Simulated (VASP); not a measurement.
# Na2LiCl5 (P1) in VASP: a series of runs, part 2 of 2

VASP 6.6.1.

### Step 3. Single point, LDA

Input file INCAR:

```
ALGO     = Fast           # electronic algorithm
EDIFF    = 1E-6           # SCF threshold, eV
ENCUT    = 520            # plane-wave cutoff, eV
GGA      = CA             # functional
ISIF     = 2              # what is computed and relaxed
ISMEAR   = -1             # smearing method
LASPH    = True           # aspherical terms in the spheres
LCHARG   = False          # write CHGCAR
LREAL    = Auto         
LWAVE    = False          # write WAVECAR
NBANDS   = 66             # bands
NELM     = 100            # most SCF steps
PREC     = Accurate       # precision mode
SIGMA    = 0.05           # smearing width, eV
```

Input file KPOINTS:

```
k-points
0
Gamma
  2 2 2
```

Input file POSCAR:

```
Na2LiCl5
1.0
    7.6445406500      0.1584911500      0.0472733300
    0.1728484200      6.6247109300     -0.1036043200
   -0.0378635200     -0.1591173200      8.5911987500
Na Li Cl
4 2 10
Direct
    0.5281585759     -0.0240177885      0.1373423981
    0.0186061286      0.4915953130      0.4581132318
    0.5264184608      0.0224689560      0.6871533879
    0.8767033714      0.5711797723      0.9262763248
    0.3805951655      0.5788849091      0.9125288804
    0.1037504297      0.1270315480      0.8502267962
    0.5480151550      0.5004274071      0.4612412139
    0.0217487539      0.9493863758      0.1698513137
    0.1909114247      0.7493921930      0.7193838054
    0.9027957435      0.2537033778      0.6817904899
    0.6955015613      0.8025276054      0.4437935570
    0.3455783050      0.1519663770      0.4276556558
    0.1663109247      0.6300054983      0.1920603013
    0.8429548491      0.2451808632      0.2092181273
    0.3276636047      0.2118193520      0.9425797128
    0.6091891998      0.8112124014      0.9117848318
```

Potentials or basis: VASP PAW LDA potentials, release 64 (Na_pv, Li_sv, Cl).

On the command line:

```console
> cat potpaw_LDA.64/Na_pv/POTCAR potpaw_LDA.64/Li_sv/POTCAR potpaw_LDA.64/Cl/POTCAR > POTCAR
> mpirun -np 1 vasp_std > vasp.out
```

OUTCAR:

```text
EDIFF = 1E-6
   ENCUT = 520
   GGA = CA
   ISIF = 2
   ISMEAR = -1
   LASPH = True
   LREAL = Auto
   NELM = 100
   PREC = Accurate

 ion  position               nearest neighbor table
   1  0.528  0.976  0.137-  16 2.26
   2  0.019  0.492  0.458-  10 2.70
   3  0.526  0.022  0.687-  16 2.49
   4  0.877  0.571  0.926-  16 2.54
   5  0.381  0.579  0.913-  16 2.38   9 2.47  15 2.51
   6  0.104  0.127  0.850-  15 1.98  10 2.26
   7  0.548  0.500  0.461-  11 2.35
[... 761 lines left out ...]
  Total       -4.8894417    -10.3694939     -4.2989738     -3.4872260      1.5209959      0.3541013
  in kB      -18.0196964    -38.2160464    -15.8435678    -12.8519281      5.6055241      1.3050158
  external PRESSURE =     -24.0264369 kB  Pullay stress =       0.0000000 kB

 VOLUME and BASIS-vectors are now :
 -----------------------------------------------------------------------------
  energy-cutoff  :      520.00
  volume of cell :      434.73
      direct lattice vectors                 reciprocal lattice vectors
     7.644540650  0.158491150  0.047273330     0.130879762 -0.003406811  0.000513722
     0.172848420  6.624710930 -0.103604320    -0.003149408  0.151075697  0.002784188
    -0.037863520 -0.159117320  8.591198750    -0.000758150  0.001840622  0.116428941

 POSITION                                       TOTAL-FORCE (eV/Angst)
 -----------------------------------------------------------------------------------
      4.20103      6.52745      1.10379        -0.496963      1.097950      1.809956
      0.20986      3.18673      3.88569         0.128882     -0.089461      0.216875
      4.00209      0.12295      5.92603        -0.258218      0.300944     -0.466047
      6.76565      3.77546      7.94009         0.523839     -0.211339     -0.190532
      2.97498      3.75007      7.79773        -0.467837      0.008880     -0.303160
      0.78289      0.72271      7.29621        -1.226221     -0.947711     -0.924956
[... 8 lines left out ...]
      2.50576      1.30519      8.09143         1.459213      1.016364      0.475484
      4.76267      5.32552      7.77808         0.473159     -1.392207     -0.843568
 -----------------------------------------------------------------------------------
    total drift:                               -0.000563      0.007830     -0.001930

  FREE ENERGIE OF THE ION-ELECTRON SYSTEM (eV)
  ---------------------------------------------------
  free  energy   TOTEN  =       -51.0862752135 eV

  energy  without entropy=      -51.0862702863  energy(sigma->0) =      -51.08627275
```

Run time: 9.1 min. Hardware: 1 thread of Intel Xeon 6975P-C (Granite Rapids), shared host; peak memory 0.42 GiB.

Results:

| Quantity | Value |
| --- | --- |
| Free energy | -51.0863 eV |
| Largest force | 2.174 eV/Å |
| Band gap on the k mesh | 1.29 eV, direct |

Forces in eV/Å, atoms in the order of the input:
```
Na  -0.497  1.098  1.810
Na   0.129 -0.089  0.217
Na  -0.258  0.301 -0.466
Na   0.524 -0.211 -0.191
Li  -0.468  0.009 -0.303
Li  -1.226 -0.948 -0.925
Cl  -0.055  0.300 -0.468
Cl  -0.380 -0.054  0.483
Cl  -0.077 -0.107  0.541
Cl  -0.157  0.218  0.469
Cl  -0.423 -1.300  0.111
Cl   0.653  1.019  0.126
Cl   0.045  0.481 -0.626
Cl   0.257 -0.341 -0.410
Cl   1.459  1.016  0.475
Cl   0.473 -1.392 -0.844
```

Caveat: the k mesh is coarse (spacing up to 0.47 Å⁻¹), so the values aren't converged; the cutoff is under 1.25 times the usual one of these potentials, so pressure, stress and relaxed cells hold a basis-set (Pulay) error; forces of over 1 eV/Å show positions far from the minimum, so gaps and moduli don't describe the material at rest. A k mesh can miss the band edges.

### Step 4. Single point, LDA

Input file INCAR:

```
PREC = Accurate
ENCUT = 520
EDIFF = 1E-6
ISMEAR = -1
SIGMA = 0.05
LREAL = Auto
LASPH = True
NELM = 100
ALGO = Fast
ISIF = 2
LWAVE = False
LCHARG = False
NBANDS = 66
```

Input file KPOINTS:

```
regular mesh
0
Gamma
  2 2 2
```

Input file POSCAR:

```
Na2LiCl5
1.0
    7.6445406500      0.1584911500      0.0472733300
    0.1728484200      6.6247109300     -0.1036043200
   -0.0378635200     -0.1591173200      8.5911987500
Na Li Cl
4 2 10
Direct
    0.5407926909     -0.0128020821      0.1571404197
    0.0238137719      0.4890218888      0.4582777257
    0.5112353070      0.0245722760      0.6800045219
    0.9004102674      0.5861793972      0.9256950698
    0.3733232594      0.5793095621      0.9278739756
    0.0875803976      0.0875555294      0.8224735709
    0.5427605965      0.5086120169      0.4460817882
    0.0286719150      0.9439972580      0.1653320821
    0.2034553776      0.7662475218      0.7265721259
    0.8974301170      0.2713697891      0.6800965433
    0.7065019684      0.8077436218      0.4458176489
    0.3573535881      0.1477614059      0.4228702573
    0.1756337750      0.6272895490      0.1951096887
    0.8429836169      0.2398991731      0.2440533631
    0.3420686104      0.2082693590      0.9493947376
    0.6238936599      0.8169486150      0.8881562512
```

Potentials or basis: VASP PAW LDA potentials, release 64 (Na_pv, Li_sv, Cl).

On the command line:

```console
> cat potpaw_LDA.64/Na_pv/POTCAR potpaw_LDA.64/Li_sv/POTCAR potpaw_LDA.64/Cl/POTCAR > POTCAR
> mpirun -np 1 vasp_std > vasp.out
```

OUTCAR:

```text
PREC = Accurate
   ENCUT = 520
   EDIFF = 1E-6
   ISMEAR = -1
   LREAL = Auto
   LASPH = True
   NELM = 100
   ISIF = 2

 ion  position               nearest neighbor table
   1  0.541  0.987  0.157-  16 2.60
   2  0.024  0.489  0.458-  10 2.64
   3  0.511  0.025  0.680-  16 2.43  12 2.64
   4  0.900  0.586  0.926-  16 2.58
   5  0.373  0.579  0.928-   9 2.49  15 2.49  16 2.57
   6  0.088  0.088  0.822-  10 2.24   9 2.39  15 2.39
   7  0.543  0.509  0.446-  11 2.39
   8  0.029  0.944  0.165-  13 2.36  14 2.44
   9  0.203  0.766  0.727-   6 2.39   5 2.49
  10  0.897  0.271  0.680-   6 2.24   2 2.64
  11  0.707  0.808  0.446-   7 2.39
[... 757 lines left out ...]
  Total       -7.2804289    -11.9068887     -6.3096758     -4.1472196     -0.4828050      0.4905155
  in kB      -26.8315127    -43.8820077    -23.2538701    -15.2842884     -1.7793443      1.8077605
  external PRESSURE =     -31.3224635 kB  Pullay stress =       0.0000000 kB

 VOLUME and BASIS-vectors are now :
 -----------------------------------------------------------------------------
  energy-cutoff  :      520.00
  volume of cell :      434.73
      direct lattice vectors                 reciprocal lattice vectors
     7.644540650  0.158491150  0.047273330     0.130879762 -0.003406811  0.000513722
     0.172848420  6.624710930 -0.103604320    -0.003149408  0.151075697  0.002784188
    -0.037863520 -0.159117320  8.591198750    -0.000758150  0.001840622  0.116428941

 POSITION                                       TOTAL-FORCE (eV/Angst)
 -----------------------------------------------------------------------------------
      4.29880      6.60061      1.27331        -0.036923      0.375806      0.304003
      0.24922      3.17048      3.88762         0.082492     -0.061780      0.152064
      3.88666      0.13561      5.86368        -0.227071      0.349591     -0.328847
      6.94949      3.87868      7.93467         0.262921     -0.154846     -0.224913
      2.91888      3.74929      7.92918        -0.111359     -0.004565     -0.283528
      0.65350      0.46304      7.06110         0.307541     -0.204118     -0.063219
[... 8 lines left out ...]
      2.61501      1.28287      8.15103        -0.130102      0.619999     -0.223142
      4.87696      5.36961      7.57518         0.228890     -0.959815      0.748224
 -----------------------------------------------------------------------------------
    total drift:                                0.002397     -0.005330      0.003348

  FREE ENERGIE OF THE ION-ELECTRON SYSTEM (eV)
  ---------------------------------------------------
  free  energy   TOTEN  =       -51.4066555087 eV

  energy  without entropy=      -51.4066453928  energy(sigma->0) =      -51.40665045
```

Wall time 8.3 min (1 thread of Intel Xeon 6975P-C (Granite Rapids), shared host); peak memory 0.43 GiB.

Results:

```
Free energy            : -51.4067 eV
Largest force          : 1.538 eV/Å
Band gap on the k mesh : 1.19 eV, indirect (least direct gap 1.26 eV)
```

Forces in eV/Å, atoms in the order of the input:
```
Na  -0.037  0.376  0.304
Na   0.082 -0.062  0.152
Na  -0.227  0.350 -0.329
Na   0.263 -0.155 -0.225
Li  -0.111 -0.005 -0.284
Li   0.308 -0.204 -0.063
Cl   0.295  0.308 -0.205
Cl  -0.497  0.140  0.885
Cl  -0.279 -0.217  0.397
Cl  -0.050  0.147  0.451
Cl  -0.646 -1.394 -0.071
Cl   0.402  1.177 -0.031
Cl   0.082  0.411 -0.834
Cl   0.315 -0.532 -0.673
Cl  -0.130  0.620 -0.223
Cl   0.229 -0.960  0.748
```

Caveat: the k mesh is coarse (spacing up to 0.47 Å⁻¹), so the values aren't converged; the cutoff is under 1.25 times the usual one of these potentials, so pressure, stress and relaxed cells hold a basis-set (Pulay) error; forces of over 1 eV/Å show positions far from the minimum, so gaps and moduli don't describe the material at rest.
